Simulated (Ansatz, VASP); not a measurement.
**B2O3 in two plane-wave programs**

Aim: how closely do two programs agree when they are given the same cell, functional and k mesh? Of the first pair: The structure shown is frame 133 of Ansatz's trajectory.

Method: plane waves, with VASP 6.6.1 beside it; single point at r2SCAN, in Ansatz 0.2.0.

## 1. Set-up

The cell holds 65 atoms: 26 B and 39 O. Its edges and angles: a = 9.149 Å, b = 9.149 Å, c = 9.149 Å, α = 90.0°, β = 90.0°, γ = 90.0°. As first built, before any earlier steps moved the atoms (in the runner's words): 65 atoms (26 B, 39 O) placed at random at 1.93 g/cm^3, melted at 3000 K for 20 ps at fixed volume with the Buckingham and Coulomb pair potential of Guillot and Sator (Geochim. Cosmochim. Acta 71, 1249 (2007)) with the boron terms of Wang et al. (J. Non-Cryst. Solids 498, 294 (2018)). Quenched from 3000 K to 300 K at 100 K/ps and fixed volume, held 10 ps at zero pressure.

## 2. Ansatz: dynamics, r2SCAN

Ansatz runs on its default PAW (the set named soft_2) files.

One frame of this run of dynamics is then solved in both programs, so the motion causes no difference.

Contents of input.yaml:

```yaml
crystal:
  lattice:
    - [9.14892, 0.0, 0.0]
    - [0.0, 9.14892, 0.0]
    - [0.0, 0.0, 9.14892]
  atoms:
    - { symbol: B, position: [0.72575, 0.14136, 0.03498] }
    - { symbol: B, position: [0.61017, 0.64752, 0.58818] }
    - { symbol: B, position: [0.63232, 0.96921, 0.26356] }
    - { symbol: B, position: [0.62932, 0.9393, 0.55709] }
    - { symbol: B, position: [0.16337, 0.50745, 0.12177] }
    - { symbol: B, position: [0.33969, 0.72712, 0.65511] }
    - { symbol: B, position: [0.07325, 0.55224, 0.44061] }
    - { symbol: B, position: [0.90446, 0.37931, 0.06938] }
    - { symbol: B, position: [0.27954, 0.71042, 0.94733] }
    - { symbol: B, position: [0.91892, 0.30736, 0.406] }
    - { symbol: B, position: [0.25165, 0.02155, 0.98401] }
    - { symbol: B, position: [0.54375, 0.77025, 0.0713] }
    - { symbol: B, position: [0.97296, 0.78714, 0.3016] }
    - { symbol: B, position: [0.41367, 0.41027, 0.25687] }
    - { symbol: B, position: [0.9855, 0.89366, 0.03297] }
    - { symbol: B, position: [0.90818, 0.89137, 0.76529] }
    - { symbol: B, position: [0.7235, 0.58288, 0.93319] }
    - { symbol: B, position: [0.67227, 0.46165, 0.36936] }
    - { symbol: B, position: [0.94512, 0.01642, 0.50189] }
    - { symbol: B, position: [0.27972, 0.97928, 0.50336] }
    - { symbol: B, position: [0.1901, 0.14007, 0.7281] }
    - { symbol: B, position: [0.59, 0.15121, 0.7631] }
    - { symbol: B, position: [0.70492, 0.39166, 0.70599] }
    - { symbol: B, position: [0.04397, 0.62619, 0.7118] }
    - { symbol: B, position: [0.97822, 0.3506, 0.73841] }
    - { symbol: B, position: [0.34564, 0.12069, 0.24973] }
    - { symbol: O, position: [0.96575, 0.89567, 0.40839] }
    - { symbol: O, position: [0.93588, 0.82827, 0.16008] }
    - { symbol: O, position: [0.2757, 0.72702, 0.79646] }
    - { symbol: O, position: [0.03239, 0.40606, 0.43856] }
    - { symbol: O, position: [0.64341, 0.69641, 0.98659] }
    - { symbol: O, position: [0.40549, 0.25905, 0.28308] }
    - { symbol: O, position: [0.04988, 0.40272, 0.10912] }
    - { symbol: O, position: [0.7885, 0.36371, 0.34601] }
    - { symbol: O, position: [0.13439, 0.92606, 0.01021] }
    - { symbol: O, position: [0.31692, 0.01587, 0.35831] }
    - { symbol: O, position: [0.58467, 0.30022, 0.7135] }
    - { symbol: O, position: [0.9636, 0.75091, 0.74301] }
    - { symbol: O, position: [0.31849, 0.84625, 0.56386] }
    - { symbol: O, position: [0.81414, 0.49635, 0.03051] }
    - { symbol: O, position: [0.6459, 0.98211, 0.4144] }
    - { symbol: O, position: [0.27052, 0.07708, 0.83992] }
    - { symbol: O, position: [0.28541, 0.47693, 0.2147] }
    - { symbol: O, position: [0.9159, 0.99367, 0.65061] }
    - { symbol: O, position: [0.58444, 0.83826, 0.20183] }
    - { symbol: O, position: [0.69433, 0.51896, 0.79554] }
    - { symbol: O, position: [0.01755, 0.64528, 0.33368] }
    - { symbol: O, position: [0.67518, 0.53807, 0.50523] }
    - { symbol: O, position: [0.11452, 0.61059, 0.57458] }
    - { symbol: O, position: [0.9278, 0.15565, 0.44032] }
    - { symbol: O, position: [0.39824, 0.76724, 0.02775] }
    - { symbol: O, position: [0.84248, 0.33226, 0.67031] }
    - { symbol: O, position: [0.32221, 0.08618, 0.10154] }
    - { symbol: O, position: [0.63915, 0.11762, 0.90803] }
    - { symbol: O, position: [0.1833, 0.61435, 0.01371] }
    - { symbol: O, position: [0.46319, 0.64015, 0.63343] }
    - { symbol: O, position: [0.01947, 0.49376, 0.78287] }
    - { symbol: O, position: [0.8413, 0.23529, 0.03965] }
    - { symbol: O, position: [0.89388, 0.92605, 0.91266] }
    - { symbol: O, position: [0.20613, 0.08256, 0.58653] }
    - { symbol: O, position: [0.08031, 0.23899, 0.75867] }
    - { symbol: O, position: [0.55092, 0.47718, 0.27749] }
    - { symbol: O, position: [0.66804, 0.79282, 0.59117] }
    - { symbol: O, position: [0.67939, 0.0754, 0.16306] }
    - { symbol: O, position: [0.57779, 0.041, 0.66074] }
kpoints:
  mp_grid: { grid: [1, 1, 1] }
hamiltonian:
  xc: r2scan
scf:
  occupations: { method: fixed }
output:
  forces: true
md:
  timestep: 1.0
  n_steps: 400
  ensemble: nve
  temperature: 400
  initial_velocities: maxwell_boltzmann
  seed: 3606
```

On the command line:

```console
> ansatz run input.yaml --threads 4 --pin off --max-ram 8192MiB --backend cpu --events-out ev --progress --plain --runs-dir out
```

Numbers of over 12 decimals in the logs are rounded to 6 here.

The program printed:

```text
Warning: md: disabling space-group detection — thermal motion breaks the input geometry's symmetry, so no spatial operation reduces the k-mesh or symmetrises the density; time reversal is kept, so that k and −k are solved as one point where they differ and the mesh holds both, and exact exchange and, on two spinor components, a DFT+U term hold to it where the run has them: on two components no moment then forms, and  [...]
Engine: ansatz 0.2.0, x86_64-unknown-linux-gnu
Pseudopotentials: kind: paw
Pseudopotential: B, paw, valence charge 3, recommended cutoff 500 eV (meta_gga), B.paw.azcp
Pseudopotential: O, paw, valence charge 6, recommended cutoff 500 eV (meta_gga), O.paw.azcp
Functional definition: r2SCAN
  parameter k0 = 0.174
  parameter k1 = 0.065
  parameter a1 = 4.9479
  exchange = r2scan_x(k0 = k0, k1 = k1, a1 = a1)
  correlation = r2scan_c
Crystal: 65 atoms, lattice volume = 765.790 Å³
Basis set: ecut = 500 eV, 19549 PW (Γ), exchange–correlation on 288×288×288 points (64 copies of the dense FFT grid, shifted against one another)
Bands: 221, of which v1, the nominal top of the filled ones, is band 156 counted from 1 (155 counted from 0)
Symmetry: 1 space group operations
k-points: 1
Non-local potential: B, projectors of the file, l = 0: 2, l = 1: 2, l = 2: 1
Non-local potential: O, projectors of the file, l = 0: 2, l = 1: 2, l = 2: 1
PAW form: soft (Blöchl's): semilocal exchange-correlation on the pseudo side does not see the compensation charge
PAW frozen core: B, regenerated for the run's functional (the file was generated under x = pbe(κ = 0.804, μ = 0.219515), c = pbe(β = 0.066725))
PAW frozen core: O, regenerated for the run's functional (the file was generated under x = pbe(κ = 0.804, μ = 0.219515), c = pbe(β = 0.066725))
PAW one-centre angular grid: B, 302 points (default); XC on 160 Gauss nodes
PAW one-centre angular grid: O, 302 points (default); XC on 160 Gauss nodes
Initial density: superposition of atomic densities (neutral atoms: chi_scale 0, normalization atom), corrected by the library's trained network
Initial wavefunctions: pseudopotential atomic-orbital guess
Functional: x = r2scan, c = r2scan; τ floored in thin density (d = 2e-4 eV/Å³)
SCF iter   1: F=—  HF=-26293.284954 eV  |F-HF|=—  |Δ(HF+E_count)|=         —  Δρ=9.23e-3  dr2=5.74e-1  dr2_τ=6.68e0  ethr=1.77e-3  ⟨swp⟩=6.0  Hψ=717  notcnv=0  defer=60
preconditioner: auto → Resta (q_TF=auto, 2.349 Å⁻¹)  ε∞=2.7  [insulator: Δε(μ)=5.701 eV  Ē_g=17.956 eV  n_scr=170 (ndim 8)  ℏωp=23.7 eV  f_vac=0.190  ε∞_Penn≈2.7]
SCF iter   2: F=—  HF=-26295.295147 eV  |F-HF|=—  |Δ(HF+E_count)|=    2.01e0  Δρ=5.21e-3  dr2=1.27e-1  dr2_τ=1.26e-2  ethr=1.84e-4  ⟨swp⟩=3.0  Hψ=391  notcnv=0  defer=63
SCF iter   3: F=—  HF=-26295.283390 eV  |F-HF|=—  |Δ(HF+E_count)|=   1.18e-2  Δρ=1.16e-3  dr2=8.70e-3  dr2_τ=1.78e-3  ethr=4.06e-5  ⟨swp⟩=3.0  Hψ=269  notcnv=0  defer=42
automatic band count: iteration 3 solves 200 bands in place of 221: the levels show a gap, and the empty bands left out lie too high to hold charge; the band table lists the bands solved (type scf.n_extra_bands for more)
SCF iter   4: F=—  HF=-26295.284340 eV  |F-HF|=—  |Δ(HF+E_count)|=   9.50e-4  Δρ=2.79e-4  dr2=3.91e-4  dr2_τ=6.55e-5  ethr=2.79e-6  ⟨swp⟩=3.0  Hψ=320  notcnv=0  defer=42
SCF iter   5: F=—  HF=-26295.284547 eV  |F-HF|=—  |Δ(HF+E_count)|=   2.07e-4  Δρ=1.28e-4  dr2=1.12e-4  dr2_τ=1.31e-5  ethr=1.25e-7  ⟨swp⟩=2.0  Hψ=317  notcnv=0  defer=42
SCF iter   6: F=—  HF=-26295.284589 eV  |F-HF|=—  |Δ(HF+E_count)|=   4.17e-5  Δρ=3.62e-5  dr2=1.17e-5  dr2_τ=9.00e-7  ethr=3.59e-8  ⟨swp⟩=2.0  Hψ=317  notcnv=0  defer=42
SCF iter   7: F=—  HF=-26295.285768 eV  |F-HF|=—  |Δ(HF+E_count)|=   1.18e-3  Δρ=1.74e-5  dr2=1.98e-6  dr2_τ=1.49e-7  ethr=3.74e-9  ⟨swp⟩=2.0  Hψ=356  notcnv=0  defer=42
SCF iter   8: F=—  HF=-26295.285769 eV  |F-HF|=—  |Δ(HF+E_count)|=   9.81e-7  Δρ=7.70e-6  dr2=3.97e-7  dr2_τ=2.89e-8  ethr=6.35e-10  ⟨swp⟩=2.0  Hψ=316  notcnv=0  defer=42
SCF iter   9: F=-26295.285769 eV  HF=-26295.285769 eV  |F-HF|=5.24e-8  |Δ(HF+E_count)|=   1.55e-7  Δρ=1.34e-6  dr2=1.74e-8  dr2_τ=1.29e-9  ethr=2.08e-11  ⟨swp⟩=3.0  Hψ=697  notcnv=0
SCF 1 converged in 9 iterations: F = -26295.285769 eV  dr2 = 1.74e-8
  greatest PAW one-centre occupation: 0.868 electrons in one spin orbital (limit 2), on the O atom at site 51 (counted from 0), in its partial waves of l = 0
md step     0: t =     0.00 fs  T =   400.0 K  F+E_penalty+E_count = -26295.28576940 eV  E_kin = 3.309056 eV  conserved = -26291.97671343 eV  (9 SCF iters)
[...]
md step   395: t =   395.00 fs  T =   686.0 K  F+E_penalty+E_count = -26297.65400237 eV  E_kin = 5.674998 eV  conserved = -26291.97900393 eV  (4 SCF iters)
[...]
md step   396: t =   396.00 fs  T =   678.9 K  F+E_penalty+E_count = -26297.59392369 eV  E_kin = 5.616527 eV  conserved = -26291.97739706 eV  (3 SCF iters)
[...]
md step   397: t =   397.00 fs  T =   673.5 K  F+E_penalty+E_count = -26297.54791929 eV  E_kin = 5.571720 eV  conserved = -26291.97619933 eV  (4 SCF iters)
[...]
md step   398: t =   398.00 fs  T =   672.0 K  F+E_penalty+E_count = -26297.53471857 eV  E_kin = 5.559019 eV  conserved = -26291.97569952 eV  (4 SCF iters)
[...]
md step   399: t =   399.00 fs  T =   675.3 K  F+E_penalty+E_count = -26297.56231519 eV  E_kin = 5.586382 eV  conserved = -26291.97593331 eV  (3 SCF iters)
[...]
md step   400: t =   400.00 fs  T =   683.0 K  F+E_penalty+E_count = -26297.62727723 eV  E_kin = 5.650539 eV  conserved = -26291.97673831 eV  (8 SCF iters)
iter 1 solved again at ethr=7.67e-12 eV; its pass at ethr=3.10e-3 eV (dr2=2.39e-8 eV) is discarded
SCF iter   1: F=—  HF=-26297.627277 eV  |F-HF|=—  |Δ(HF+E_count)|=         —  Δρ=1.56e-6  dr2=2.40e-8  dr2_τ=1.22e-9  ethr=7.67e-12  ⟨swp⟩=1.0  Hψ=551  notcnv=0  defer=63
preconditioner: auto → Resta (q_TF=auto, 2.349 Å⁻¹)  ε∞=2.7  [insulator: Δε(μ)=5.539 eV  Ē_g=18.148 eV  n_scr=170 (ndim 8)  ℏωp=23.7 eV  f_vac=0.211  ε∞_Penn≈2.7]
SCF iter   2: F=-26297.627277 eV  HF=-26297.627277 eV  |F-HF|=3.46e-8  |Δ(HF+E_count)|=   3.30e-8  Δρ=8.43e-7  dr2=1.02e-8  dr2_τ=2.58e-10  ethr=7.67e-12  ⟨swp⟩=3.0  Hψ=498  notcnv=0
SCF 402 converged in 2 iterations: F = -26297.627277 eV  dr2 = 1.02e-8
SCF converged after 2 iterations
Free energy (F): -26297.627277 eV
Harris-Foulkes:  -26297.627277 eV  (|F-HF|=3.46e-8)
Internal energy: -26297.627277 eV  (E = F + TS)
E sigma→0 (E₀):  -26297.627277 eV
Fermi energy:    0.813932 eV
--- Per-component energies (eV) ---
  E_band       = -2310.081704
  E_kinetic    = 8179.196718
  E_local      = -23726.239762  (includes V_loc(G=0)·N_el)
  E_nonlocal   = 2159.841431
  E_hartree    = 8734.649857
  E_xc         = -3633.958169
  E_vxc        = -5153.947362  (∫ρ·V_xc dr)
  E_paw        = -8365.551689  (= ΣΔE_a)
  E_vpaw       = -1571.065275  (= ΣTr[D̂ρ^β])
  E_aug_tail   = 0.041599  (compensation charges beyond the density's cutoff)
  E_vtau       = 332.794202  (kinetic-family band-sum trace: ∫τ·v_τ [+ j·A + Jᵃ·Aᵃ] dr)
  E_ewald      = -9643.882073
  E_core_change = -1.725189  (= ΣΔE_core)
  E_smearing   = -0.000000  (= −TS)
  E_closure    = -0.000000  (closes the sum)
  Σ components = -26297.627277   (vs F -26297.627277, Δ=0.00e0)
--- Forces (eV/Å), atoms counted from 1 ---
  atom   1  B      0.56439640     0.30843017    -0.22161747
  atom   2  B     -0.94321808     0.91385535     1.05400482
  atom   3  B      0.81849790    -0.22461089    -2.85891238
  atom   4  B      1.81380434    -3.29189737    -3.07386655
  atom   5  B      0.68503679     0.07219695    -0.53971282
  atom   6  B      0.04252752     1.01321924    -0.01670510
  atom   7  B     -0.65170709     0.39974500    -1.37064398
  atom   8  B     -0.27773318    -2.82061516    -0.49511533
  atom   9  B      0.08604460     0.99815209     1.10611347
  atom  10  B     -0.27553043    -0.23603051    -0.09655843
  atom  11  B      0.17120104    -0.00682462    -0.01511195
  atom  12  B      0.47832004    -1.11900321     0.07382855
  atom  13  B      1.26045730     1.94458463     2.40727140
  atom  14  B      1.71586075     1.39216335     0.57229836
  atom  15  B      1.32189427     2.34935365     1.61575572
  atom  16  B     -1.34576671     0.70127828     0.77746715
  atom  17  B     -1.03253223    -0.38106717    -2.10805109
  atom  18  B     -3.05512481    -1.35261179     0.93876731
  atom  19  B     -1.18652258    -1.59119970     0.85216188
  atom  20  B      0.45309366    -1.22450878     2.28397459
  atom  21  B     -0.10170039     0.79245341     1.58858002
  atom  22  B      1.03532035    -0.82545034     2.54676700
  atom  23  B      1.48089141     2.11619275     0.09771779
  atom  24  B      1.41043776    -1.84253030     0.70863345
[...]
atom  58  O      0.21459069     1.59548416     0.78595842
  atom  59  O      0.42143803    -0.82576913    -1.28787538
  atom  60  O     -0.41129223    -1.45205142    -2.47576922
  atom  61  O     -0.12083701    -0.84381076    -0.33073548
  atom  62  O      1.08487689     1.28847560    -0.41204218
  atom  63  O     -1.02638512     0.70467514    -0.17218865
  atom  64  O     -0.75633029    -0.73706650     1.40348858
  atom  65  O     -0.35731252     0.34553873     0.36797228
  max |Σ_I F_I| component: 9.19e-5 eV/Å
--- MD trajectory: 400 steps, t = 0.0 → 400.0 fs ---
  final state: T = 683.0 K   F+E_penalty+E_count = -26297.62727723 eV   E_kin = 5.650539 eV
  conserved energy: peak-to-peak 1.270e-2 eV (1.954e-4 eV/atom) over 400.0 fs
```

(Continued in part 2 of 3.)

[Lines on the potential files, build, host, timing and source positions are cut from VASP's logs without a mark.]

[Logs are printed without paths, hosts, clocks, repeated set-up lines and the standing remarks that a program may print on its own settings, such as how far it seeks lower states.]

[Hosts, paths, dates, database ids (printed as entryN), source tags and the programs' standing remarks are cut or masked in the printed files.]
